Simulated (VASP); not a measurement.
Crystal: Cl.

```xyz
4
Lattice="3.1450 -2.2500 0.0000 3.1450 2.2500 0.0000 0.0000 0.0000 8.2100" Properties=species:S:1:pos:R:3 pbc="T T T"
Cl    3.1450   -1.6650    0.8210
Cl    3.1450   -0.5850    4.9260
Cl    3.1450    1.6650    7.3890
Cl    3.1450    0.5850    3.2840
```

* Program: VASP 6.6.1
* Task: relaxation of cell and atoms
* Functional: PBE
* Dispersion: D3(BJ)
* Potentials or basis: VASP PAW PBE potentials, release 64 (Cl)
* Cutoff: 600 eV
* k mesh: 8 × 8 × 4
* Occupations: gaussian, width 0.03 eV
* Spin: no spin polarisation

At the start: pressure -0.7 GPa; volume 29.05 Å³/atom.

Where does the relaxation end?

Over 21 steps the energy falls by 10.9 meV/atom and the volume is 27.21 Å³/atom (-6.3 %); space group Cmce (No. 64, to 0.05 Å).

Step by step:
| step | energy change (eV) | largest force (eV/Å) | pressure (GPa) | volume (Å³) |
| --- | --- | --- | --- | --- |
| 1 | 0.0000 | 0.1591 | -0.70 | 116.19 |
| 2 | -0.0002 | 0.4656 | 0.55 | 114.08 |
| 3 | -0.0056 | 0.1740 | -0.08 | 115.11 |
| 4 | -0.0113 | 0.1622 | -0.08 | 114.32 |
| 5 | -0.0257 | 0.1252 | -0.01 | 111.95 |
| 6 | -0.0353 | 0.0749 | 0.37 | 107.24 |
| 7 | -0.0360 | 0.0850 | 0.25 | 108.34 |
| 8 | -0.0262 | 0.3923 | -0.89 | 109.56 |
| 9 | -0.0368 | 0.0253 | -0.01 | 108.60 |
| 10 | -0.0381 | 0.0257 | -0.02 | 108.81 |
| 11 | -0.0407 | 0.0290 | -0.07 | 109.42 |
| 12 | -0.0420 | 0.0499 | -0.18 | 110.54 |
| 13 | -0.0385 | 0.2308 | 0.50 | 109.69 |
| 14 | -0.0422 | 0.0187 | -0.06 | 110.38 |
| 15 | -0.0426 | 0.0147 | -0.05 | 110.04 |
| 16 | -0.0432 | 0.0187 | -0.02 | 109.02 |
| 17 | -0.0433 | 0.0234 | -0.01 | 108.65 |
| 18 | -0.0426 | 0.0969 | 0.29 | 108.26 |
| 19 | -0.0433 | 0.0022 | 0.05 | 108.58 |
| 20 | -0.0435 | 0.0034 | 0.04 | 108.74 |
| 21 | -0.0435 | 0.0071 | 0.03 | 108.85 |

Final structure:
```
Cl
1.0
     3.26978   -2.05543    0.00000
     3.26978    2.05543    0.00000
     0.00000    0.00000    8.09829
Cl
4
Direct
  0.87637 0.12363 0.10765
  0.62363 0.37637 0.60765
  0.12363 0.87637 0.89235
  0.37637 0.62363 0.39235
```
